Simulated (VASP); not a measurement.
A convergence study with VASP on Ta (bcc): one setting is varied, all else stays as given below, so the limit is that of these other settings. Each run relaxes cell and ions from the cell shown.

```
Ta
1.0
   -1.65000     1.65000     1.65000
    1.65000    -1.65000     1.65000
    1.65000     1.65000    -1.65000
Ta
1
Direct
  0.00000   0.00000   0.00000
```

Calculation: LDA (Ceperley-Alder, Perdew-Zunger), VASP's LDA PAW potentials (set 64) (plane waves; VASP). The tightest run used: 550 eV cut-off, 20×20×20 Γ-centred mesh, first-order Methfessel-Paxton smearing of 0.10 eV, potentials Ta_pv.

Problem. The settings run are 2×2×2 mesh; 3×3×3 mesh; 4×4×4 mesh; 5×5×5 mesh; 6×6×6 mesh; 7×7×7 mesh; 8×8×8 mesh; 9×9×9 mesh; 10×10×10 mesh; 11×11×11 mesh; 12×12×12 mesh; 14×14×14 mesh; 15×15×15 mesh; 16×16×16 mesh; 17×17×17 mesh; 18×18×18 mesh; 19×19×19 mesh; 20×20×20 mesh. From which on does the relaxed volume stay within 0.1 Å³/atom of the tightest run?

Solution. From 14×14×14 mesh on: it is off by 0.029 there and by no more than 0.1 in any finer run, while 12×12×12 mesh is off by 0.138.
| setting | relaxed volume (Å³/atom) | E (eV/atom) | irreducible k-points | difference judged (Å³/atom) |
|---|---|---|---|---|
| 2×2×2 mesh | 15.057 | -13.9768 | 3 | 2.237 |
| 3×3×3 mesh | 17.311 | -12.9757 | 4 | 0.016 |
| 4×4×4 mesh | 17.414 | -12.9067 | 8 | 0.120 |
| 5×5×5 mesh | 17.254 | -12.7358 | 10 | 0.040 |
| 6×6×6 mesh | 17.101 | -12.7366 | 16 | 0.193 |
| 7×7×7 mesh | 17.451 | -12.8427 | 20 | 0.156 |
| 8×8×8 mesh | 17.191 | -12.8660 | 29 | 0.103 |
| 9×9×9 mesh | 17.188 | -12.8158 | 35 | 0.107 |
| 10×10×10 mesh | 17.455 | -12.8101 | 47 | 0.161 |
| 11×11×11 mesh | 17.292 | -12.8366 | 56 | 0.003 |
| 12×12×12 mesh | 17.156 | -12.8336 | 72 | 0.138 |
| 14×14×14 mesh | 17.324 | -12.8317 | 104 | 0.029 |
| 15×15×15 mesh | 17.260 | -12.8302 | 120 | 0.035 |
| 16×16×16 mesh | 17.268 | -12.8236 | 145 | 0.027 |
| 17×17×17 mesh | 17.308 | -12.8286 | 165 | 0.013 |
| 18×18×18 mesh | 17.281 | -12.8303 | 195 | 0.013 |
| 19×19×19 mesh | 17.274 | -12.8265 | 220 | 0.021 |
| 20×20×20 mesh | 17.294 | -12.8280 | 256 | 0.000 |

VASP warned of too few bands at 2×2×2 mesh.

Left out are rungs that failed or repeat a setting and relaxations that didn't move; long series are thinned to 24 rows.

The compound is Ta in the bcc structure. VASP warned that the highest band is occupied, so more bands are needed.
